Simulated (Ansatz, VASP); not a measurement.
# NbSi: VASP beside Ansatz

Aim: how closely do two programs agree when they are given the same cell, functional and k mesh? The cell is invented: As first built, before any earlier steps moved the atoms (in the runner's words): it takes the TaC structure with all of its atoms replaced by other elements, volume scaled by an estimate. It may not be a known or stable phase. The cell is taken from a series of VASP runs on this material, whose earlier steps may have relaxed, scaled or displaced it; both programs get it as it stands. Other levels of theory on this material are compared in a session of their own.

Method: plane waves, with VASP 6.6.1 beside it; band structure at PBEsol and band structure at r2SCAN, in Ansatz 0.2.0.

### Step 1. Starting point

The structure is cubic, space group Fm-3m (No. 225). Conventional cell: a = 5.142 Å, b = 5.142 Å, c = 5.142 Å, α = 90.00°, β = 90.00°, γ = 90.00°. Nearest to Nb lie 6 Si at 2.57 Å. Nearest to Si lie 6 Nb at 2.57 Å. As first built, before any earlier steps moved the atoms (in the runner's words): sites of the TaC structure (space group 225) filled with other elements, volume scaled by an estimate. Farther neighbours are not listed.

### Step 2. VASP: band structure, PBEsol

A single point gives forces, pressure and levels at one fixed geometry, so differences don't come from the geometry; what else differs is listed under the comparison.

Lines of VASP's logs that name or quote its potential files are left out, and so is its time.

INCAR

```
SYSTEM = NbSi
PREC = Accurate
ENCUT = 400
EDIFF = 1E-06
NELM = 100
ISMEAR = 0
SIGMA = 0.02
LREAL = .FALSE.
ALGO = Normal
GGA = PS
LORBIT = 11
LWAVE = .FALSE.
LCHARG = .FALSE.
KPAR = 4
```

POSCAR

```
NbSi
1.0
    0.0000000000      2.5712175395      2.5712175395
    2.5712175395      0.0000000000      2.5712175395
    2.5712175395      2.5712175395      0.0000000000
Nb Si
1 1
Direct
    0.0000000000      0.0000000000      0.0000000000
    0.5000000000      0.5000000000      0.5000000000
```

KPOINTS

```
Automatic mesh
0
Gamma
5 5 5
0 0 0
```

KPOINTS_OPT

```
Line mode
16
Line-mode
Reciprocal
  0.00000000   0.00000000   0.00000000 GAMMA
  0.50000000   0.00000000   0.50000000 X

  0.50000000   0.00000000   0.50000000 X
  0.50000000   0.25000000   0.75000000 W

  0.50000000   0.25000000   0.75000000 W
  0.37500000   0.37500000   0.75000000 K

  0.37500000   0.37500000   0.75000000 K
  0.00000000   0.00000000   0.00000000 GAMMA

  0.00000000   0.00000000   0.00000000 GAMMA
  0.50000000   0.50000000   0.50000000 L

  0.50000000   0.50000000   0.50000000 L
  0.62500000   0.25000000   0.62500000 U

  0.62500000   0.25000000   0.62500000 U
  0.50000000   0.25000000   0.75000000 W

  0.50000000   0.25000000   0.75000000 W
  0.50000000   0.50000000   0.50000000 L

  0.50000000   0.50000000   0.50000000 L
  0.37500000   0.37500000   0.75000000 K

  0.62500000   0.25000000   0.62500000 U
  0.50000000   0.00000000   0.50000000 X
```

The projector-augmented-wave data sets are Nb_sv and Si (PBE family, release 64).

On the command line:

```
$ mpirun -np 4 vasp_std
```

Numbers of over 12 decimals in the logs are rounded to 6 here.

What it wrote:

```text
[banner, memory and clock lines left out]
running    4 mpi-ranks, on    1 nodes
 distrk:  each k-point on    1 cores,    4 groups
 distr:  one band on    1 cores,    1 groups

 POSCAR found type information on POSCAR NbSi
 POSCAR found :  2 types and       2 ions
|                                                                             |
|               ----> ADVICE to this user running VASP <----                  |
|                                                                             |
|     You enforced a specific xc type in the INCAR file but a different       |
|     [... a line on the potential file left out ...]
|     I HOPE YOU KNOW WHAT YOU ARE DOING!                                     |
|                                                                             |

 LDA part: xc-table for (Slater+PW92), standard interpolation
 POSCAR, INCAR and KPOINTS ok, starting setup
 FFT: planning ... GRIDC
 FFT: planning ... GRID_SOFT
 FFT: planning ... GRID
 WAVECAR not read
 entering main loop
       N       E                     dE             d eps       ncg     rms          rms(c)
DAV:   1     0.981575927379E+02    0.98158E+02   -0.79047E+03   240   0.111E+03
DAV:   2    -0.128504959539E+02   -0.11101E+03   -0.10726E+03   280   0.378E+02
DAV:   3    -0.182015698228E+02   -0.53511E+01   -0.52190E+01   376   0.640E+01
DAV:   4    -0.185377022951E+02   -0.33613E+00   -0.33427E+00   344   0.153E+01
DAV:   5    -0.185484365500E+02   -0.10734E-01   -0.10663E-01   368   0.269E+00    0.906E+00
DAV:   6    -0.171988311946E+02    0.13496E+01   -0.56996E+00   372   0.206E+01    0.277E+00
DAV:   7    -0.171916745597E+02    0.71566E-02   -0.10474E-01   304   0.336E+00    0.167E+00
DAV:   8    -0.171871935097E+02    0.44811E-02   -0.19591E-02   396   0.120E+00    0.331E-01
DAV:   9    -0.171872631220E+02   -0.69612E-04   -0.33577E-03   376   0.485E-01    0.113E-01
DAV:  10    -0.171871739991E+02    0.89123E-04   -0.19619E-03   368   0.410E-01    0.718E-02
DAV:  11    -0.171870878924E+02    0.86107E-04   -0.29960E-04   380   0.168E-01    0.689E-03
DAV:  12    -0.171870872877E+02    0.60465E-06   -0.44901E-06   304   0.196E-02
   1 F= -.17187087E+02 E0= -.17186600E+02  d E =-.975278E-03
 Start KPOINTS_OPT (optional k-point list driver)
k-point batch [1-10\160]
       N       E                     dE             ncg
DAV:   1    -0.357980376352E+03   -0.19739E+04      240
DAV:   2    -0.155365385959E+04   -0.11957E+04      304
DAV:   3    -0.160748164023E+04   -0.53828E+02      380
DAV:   4    -0.160996898064E+04   -0.24873E+01      356
DAV:   5    -0.161003357983E+04   -0.64599E-01      364
DAV:   6    -0.161003781067E+04   -0.42308E-02      372
DAV:   7    -0.161003786822E+04   -0.57556E-04      312
DAV:   8    -0.161003787783E+04   -0.96023E-05      236
DAV:   9    -0.161003787791E+04   -0.86722E-07      220
[...]
k-point batch [151-160\160]
       N       E                     dE             ncg
DAV:   1    -0.521103089668E+03   -0.62393E+04      248
DAV:   2    -0.157343033402E+04   -0.10523E+04      308
DAV:   3    -0.161284411357E+04   -0.39414E+02      356
DAV:   4    -0.161527420934E+04   -0.24301E+01      372
DAV:   5    -0.161535547832E+04   -0.81269E-01      356
DAV:   6    -0.161535897195E+04   -0.34936E-02      376
DAV:   7    -0.161535905560E+04   -0.83656E-04      336
DAV:   8    -0.161535906208E+04   -0.64761E-05      296
DAV:   9    -0.161535906247E+04   -0.39349E-06      196
```

From OUTCAR (step 2):

```text
ion  position               nearest neighbor table
   1  0.000  0.000  0.000-   2 2.57   2 2.57   2 2.57   2 2.57   2 2.57   2 2.57
   2  0.500  0.500  0.500-   1 2.57   1 2.57   1 2.57   1 2.57   1 2.57   1 2.57

  LATTYP: Found a face centered cubic cell.
 ALAT       =     5.1424350790

 Subroutine GETGRP returns: Found 48 space group operations
 (whereof 48 operations were pure point group operations)

The static configuration has the point symmetry O_h .

 Found     10 irreducible k-points:

   k-points           NKPTS =     10   k-points in BZ     NKDIM =     10   number of bands    NBANDS=     12

   dimension x,y,z NGX =    24 NGY =   24 NGZ =   24
   dimension x,y,z NGXF=    48 NGYF=   48 NGZF=   48

   ENCUT  =  400.0 eV  29.40 Ry    5.42 a.u.   5.93  5.93  5.93*2*pi/ulx,y,z

   NELECT =      17.0000    total number of electrons

 k-points in reciprocal lattice and weights: Automatic mesh
   0.00000000  0.00000000  0.00000000       0.008
   0.20000000  0.00000000  0.00000000       0.064
   0.40000000  0.00000000  0.00000000       0.064
   0.20000000  0.20000000  0.00000000       0.048
   0.40000000  0.20000000  0.00000000       0.192
  -0.40000000  0.20000000  0.00000000       0.192
  -0.20000000  0.20000000  0.00000000       0.096
   0.40000000  0.40000000  0.00000000       0.048
  -0.40000000  0.40000000  0.00000000       0.096
  -0.40000000  0.40000000  0.20000000       0.192

 average (electrostatic) potential at core
       1 -78.5994       2 -78.5201

 E-fermi :   9.9571

 k-point     1 :       0.0000    0.0000    0.0000
  band No.  band energies     occupation
    ...
      6       8.9226      2.00000
      7       8.9226      2.00000
      8       8.9226      2.00000
      9       9.4975      2.00000
     10       9.4975      2.00000
     11      12.6595      0.00000
     12      12.6595      0.00000

 k-point     2 :       0.2000    0.0000    0.0000
  band No.  band energies     occupation
    ...
      6       7.6526      2.00000
      7       8.1955      2.00000
      8       8.1955      2.00000
      9       9.6776      2.00000
     10       9.6776      2.00000
     11      12.1335      0.00000
     12      14.7117      0.00000

 k-point     3 :       0.4000    0.0000    0.0000
  band No.  band energies     occupation
    ...
      4     -21.0459      2.00000
      5       2.2058      2.00000
      6       5.1330      2.00000
      7       7.1485      2.00000
      8       7.1485      2.00000
      9      11.1218      0.00000
     10      11.1218      0.00000
     11      12.3767      0.00000
     12      15.3699      0.00000

  Total       -0.8425494     -0.8425494     -0.8425494     -0.0000000      0.0000000      0.0000000
  in kB      -39.7063045    -39.7063045    -39.7063045     -0.0000000      0.0000000      0.0000000
  external PRESSURE =     -39.7063045 kB  Pullay stress =       0.0000000 kB

  energy-cutoff  :      400.00
  volume of cell :       34.00
      direct lattice vectors                 reciprocal lattice vectors
     0.000000000  2.571217540  2.571217540    -0.194460403  0.194460403  0.194460403
     2.571217540  0.000000000  2.571217540     0.194460403 -0.194460403  0.194460403
     2.571217540  2.571217540  0.000000000     0.194460403  0.194460403 -0.194460403

 POSITION                                       TOTAL-FORCE (eV/Angst)
 -----------------------------------------------------------------------------------
      0.00000      0.00000      0.00000         0.000000     -0.000000      0.000000
      2.57122      2.57122      2.57122         0.000000      0.000000     -0.000000
 -----------------------------------------------------------------------------------
    total drift:                                0.000000     -0.000000     -0.000000

  FREE ENERGIE OF THE ION-ELECTRON SYSTEM (eV)
  ---------------------------------------------------
  free  energy   TOTEN  =       -17.1870872877 eV

  energy  without entropy=      -17.1861120095  energy(sigma->0) =      -17.18659965

 total charge
# of ion       s       p       d       tot
------------------------------------------
    1        2.138   5.999   2.564  10.701
    2        0.791   0.960   0.000   1.751
--------------------------------------------------
tot          2.929   6.959   2.564  12.451

[... 3 further parts left out ...]
```

At this level the cell is under a tension of 4.0 GPa, so at these settings it is away from equilibrium.

### Step 3. Ansatz: band structure, PBEsol

Ansatz runs on its default PAW (the set named soft_2) files.

The same cell, functional, mesh and smearing now go to Ansatz, which takes its cutoff from its data sets.

input.yaml

```yaml
crystal:
  lattice:
    - [0.0, 2.5712175395, 2.5712175395]
    - [2.5712175395, 0.0, 2.5712175395]
    - [2.5712175395, 2.5712175395, 0.0]
  atoms:
    - { symbol: Nb, position: [0.0, 0.0, 0.0] }
    - { symbol: Si, position: [0.5, 0.5, 0.5] }
hamiltonian:
  xc: pbesol
  pseudopotentials: { kind: paw }
kpoints:
  mp_grid: { grid: [5, 5, 5] }
  band_path:
    path:
      - [0.0, 0.0, 0.0]
      - [0.16667, 0.0, 0.16667]
      - [0.33333, 0.0, 0.33333]
      - [0.5, 0.0, 0.5]
      - [0.5, 0.08333, 0.58333]
      - [0.5, 0.18333, 0.68333]
      - [0.5, 0.25, 0.75]
      - [0.45, 0.3, 0.75]
      - [0.40833, 0.34167, 0.75]
      - [0.35, 0.35, 0.7]
      - [0.225, 0.225, 0.45]
      - [0.075, 0.075, 0.15]
      - [0.03333, 0.03333, 0.03333]
      - [0.23333, 0.23333, 0.23333]
      - [0.4, 0.4, 0.4]
      - [0.51667, 0.46667, 0.51667]
      - [0.55833, 0.38333, 0.55833]
      - [0.60833, 0.28333, 0.60833]
      - [0.60833, 0.25, 0.64167]
      - [0.55833, 0.25, 0.69167]
      - [0.51667, 0.25, 0.73333]
      - [0.5, 0.3, 0.7]
      - [0.5, 0.38333, 0.61667]
      - [0.5, 0.48333, 0.51667]
      - [0.475, 0.475, 0.55]
      - [0.425, 0.425, 0.65]
      - [0.38333, 0.38333, 0.73333]
      - [0.59167, 0.18333, 0.59167]
      - [0.55, 0.1, 0.55]
      - [0.5, 0.0, 0.5]
    npoints: 1
scf:
  occupations: { method: gaussian, width: 0.02 }
  n_extra_bands: 7
output:
  forces: true
  stress: true
  eigenvalues: true
```

On the command line:

```
$ ansatz run input.yaml --threads 2 --pin off --max-ram 4608MiB --backend cpu --events-out ev --progress --plain --runs-dir out
```

What it wrote:

```text
scf.n_extra_bands = 7 over 9 filled bands (N_el = 17.0): the run solves 16 bands
Engine: ansatz 0.2.0, aarch64-unknown-linux-gnu
Pseudopotentials: kind: paw
Pseudopotential: Nb, paw, valence charge 13, recommended cutoff 420 eV (normal), Nb.paw.azcp
Pseudopotential: Si, paw, valence charge 4, recommended cutoff 420 eV (normal), Si.paw.azcp
Functional definition: PBEsol
  exchange = pbesol_x
  correlation = pbesol_c
Crystal: 2 atoms, lattice volume = 33.997 Å³
Basis set: ecut = 420 eV, 645 PW (Γ), exchange–correlation on 50×50×50 points (8 copies of the dense FFT grid, shifted against one another)
Bands: 16, of which v1, the nominal top of the filled ones, is band 9 counted from 1 (8 counted from 0)
Symmetry: 48 space group operations
Space group: Fm-3m (ITA 225), of the structure as read, at distance tolerance 3.2e-5 Å
k-points: 10 of 125
Non-local potential: Nb, projectors of the file, l = 0: 3, l = 1: 2, l = 2: 2, l = 3: 1
Non-local potential: Si, projectors of the file, l = 0: 2, l = 1: 2, l = 2: 2
PAW form: soft (Blöchl's): semilocal exchange-correlation on the pseudo side does not see the compensation charge
PAW frozen core: Nb, regenerated for the run's functional, and the local potential with it (the file was generated under x = pbe(κ = 0.804, μ = 0.219515), c = pbe(β = 0.066725))
PAW frozen core: Si, regenerated for the run's functional, and the local potential with it (the file was generated under x = pbe(κ = 0.804, μ = 0.219515), c = pbe(β = 0.066725))
PAW one-centre angular grid: Nb, 590 points (default); XC on 64 Gauss nodes
PAW one-centre angular grid: Si, 110 points (default); XC on 64 Gauss nodes
Initial density: superposition of atomic densities (neutral atoms: chi_scale 0, normalization atom), corrected by the library's trained network
Initial wavefunctions: pseudopotential atomic-orbital guess
Functional: x = pbesol(κ = 0.804, μ = 0.123457), c = pbesol(β = 0.046)
SCF iter   1: F=—  HF=-5117.441900 eV  |F-HF|=—  |Δ(HF+E_count)|=         —  Δρ=6.21e-3  dr2=2.01e-2  ethr=1.77e-3  ⟨swp⟩=5.9  Hψ=903  notcnv=0
preconditioner: auto → none  [insulator: Δε(μ)=0.068 eV  Ē_g=9.471 eV  σ=0.020 eV  W_gap=0.79  n_scr=8 (ndim 8)  ℏωp=19.1 eV  f_vac=0.000  D(μ)=3.90/eV (n_scr^D=58)  ε∞_Penn≈5.1]
SCF iter   2: F=—  HF=-5117.437114 eV  |F-HF|=—  |Δ(HF+E_count)|=   4.79e-3  Δρ=2.73e-3  dr2=3.31e-3  ethr=1.18e-4  ⟨swp⟩=2.0  Hψ=282  notcnv=0  defer=19
SCF iter   3: F=—  HF=-5117.436484 eV  |F-HF|=—  |Δ(HF+E_count)|=   6.29e-4  Δρ=4.94e-4  dr2=1.26e-4  ethr=1.95e-5  ⟨swp⟩=2.4  Hψ=222  notcnv=0  defer=22
SCF iter   4: F=—  HF=-5117.436462 eV  |F-HF|=—  |Δ(HF+E_count)|=   2.22e-5  Δρ=1.21e-4  dr2=6.08e-6  ethr=7.44e-7  ⟨swp⟩=2.3  Hψ=186  notcnv=0  defer=22
SCF iter   5: F=—  HF=-5117.436462 eV  |F-HF|=—  |Δ(HF+E_count)|=   1.51e-7  Δρ=1.92e-5  dr2=9.92e-8  ethr=3.58e-8  ⟨swp⟩=1.9  Hψ=167  notcnv=0  defer=22
SCF iter   6: F=-5117.436462 eV  HF=-5117.436462 eV  |F-HF|=4.17e-10  |Δ(HF+E_count)|=   1.59e-9  Δρ=2.48e-6  dr2=1.21e-9  ethr=5.84e-10  ⟨swp⟩=6.7  Hψ=692  notcnv=0
SCF 1 converged in 6 iterations: F = -5117.436462 eV  dr2 = 1.21e-9
  greatest PAW one-centre occupation: 0.997 electrons in one spin orbital (limit 2), on the Nb atom at site 0 (counted from 0), in its partial waves of l = 0
NSCF: frozen V_eff on 30 k-points
SCF converged after 6 iterations
Free energy (F): -5117.436462 eV
Harris-Foulkes:  -5117.436462 eV  (|F-HF|=4.17e-10)
Internal energy: -5117.435481 eV  (E = F + TS)
E sigma→0 (E₀):  -5117.435971 eV
Entropy (-TS):   -0.000981 eV (-0.490 meV/atom)
Fermi energy:    13.662780 eV
--- Per-component energies (eV) ---
  E_band       = -97.899215
  E_kinetic    = 435.260822
  E_local      = -906.816171  (includes V_loc(G=0)·N_el)
  E_nonlocal   = 148.357216
  E_hartree    = 298.055736
  E_xc         = -229.604009
  E_vxc        = -259.874891  (∫ρ·V_xc dr)
  E_paw        = -3516.687634  (= ΣΔE_a)
  E_vpaw       = -110.936776  (= ΣTr[D̂ρ^β])
  E_aug_tail   = 0.000015  (compensation charges beyond the density's cutoff)
  E_ewald      = -1346.221725
  E_core_change = 0.220270  (= ΣΔE_core)
  E_smearing   = -0.000981  (= −TS)
  E_closure    = 0.000000  (closes the sum)
  Σ components = -5117.436462   (vs F -5117.436462, Δ=0.00e0)
--- Forces (eV/Å), atoms counted from 1 ---
  atom   1  Nb    -0.00000000     0.00000000     0.00000000
  atom   2  Si     0.00000000    -0.00000000    -0.00000000
  max |Σ_I F_I| component: 1.97e-31 eV/Å
--- Stress (GPa, compression-positive) ---
       -3.643510       0.000000       0.000000
        0.000000      -3.643510      -0.000000
       -0.000000       0.000000      -3.643510
  P = ⅓ Tr σ = -3.6435 GPa (-36.435 kbar)
--- Band table (eV; the first three rows and the last of 10) ---
  k-point 0: bands = [... 5 lower, 12.6298, 12.6298, 12.6298, 13.2020, 13.2020, 16.3601, 16.3601, 16.3601, ... 3 higher]
  k-point 1: bands = [... 5 lower, 11.3597, 11.9002, 11.9002, 13.3835, 13.3835, 15.8345, 18.4113, 18.4113, ... 3 higher]
  k-point 2: bands = [... 5 lower, 8.8395, 10.8526, 10.8526, 14.8266, 14.8266, 16.0792, 19.0730, 20.9879, ... 3 higher]
  k-point 9: bands = [... 5 lower, 9.7103, 10.4635, 11.2853, 14.6418, 15.4248, 16.1522, 16.5157, 18.5587, ... 3 higher]
```

The job ended after 1.3 s (2 threads of Arm Neoverse N1, shared host; peak memory 0.27 GiB; 1.9 s of CPU time).

### Step 4. Differences

Known differences besides the potentials themselves: the cutoff is 420 eV in Ansatz and 400 eV in VASP; Ansatz makes its cores anew for this functional, VASP keeps those of its PBE data sets; VASP leaves aspherical gradient terms in its spheres out (LASPH is not set), Ansatz keeps them. Total energies have different zeros and are not compared.

The two programs side by side:

```tsv
quantity	Ansatz	VASP	difference
pressure (GPa)	-3.64	-3.97	+0.33
```

Levels from 3 eV below to 2 eV above the Fermi level differ by 1 meV r.m.s. and 3 meV at most; each VASP level is matched to the nearest of Ansatz, which flatters the figure a little.

(Part 1 of 2 ends here.)

[Lines on the potential files, build, host, timing and source positions are cut from VASP's logs without a mark.]

[Logs are printed without paths, hosts, clocks, repeated set-up lines and the standing remarks that a program may print on its own settings, such as how far it seeks lower states.]

[Hosts, paths, dates, database ids (printed as entryN), source tags and the programs' standing remarks are cut or masked in the printed files.]
